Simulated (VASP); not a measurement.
```xyz
1
Lattice="0.0000 1.9171 1.9171 1.9171 0.0000 1.9171 1.9171 1.9171 0.0000" Properties=species:S:1:pos:R:3 pbc="T T T"
Os     0.0000     0.0000     0.0000
```

The numbers are results of r2SCAN meta-GGA, VASP's PBE PAW potentials (set 64) (plane waves; VASP), not measurements. Run with 400 eV cut-off, 18×18×18 Γ-centred mesh, tetrahedra with Blöchl corrections, potentials Os.

Q: Give the energies of bands 1 to 6 at the high-symmetry points, in eV from the Fermi level.

A: 
```csv
band,Γ,X,U,L,W
1,-11.24,-7.86,-6.74,-7.98,-6.00
2,-3.09,-7.13,-5.63,-3.27,-4.33
3,-3.09,2.41,-2.12,-3.27,-4.33
4,-3.09,2.46,0.30,-0.25,-0.82
5,0.03,3.24,2.19,2.52,3.25
6,0.03,3.24,7.70,2.52,10.06
```

It has no gap at this level: it comes out as a metal or semimetal.

The structure was generated: Os was put into the fcc type (Fm-3m), which need not be its known phase. It was relaxed first.
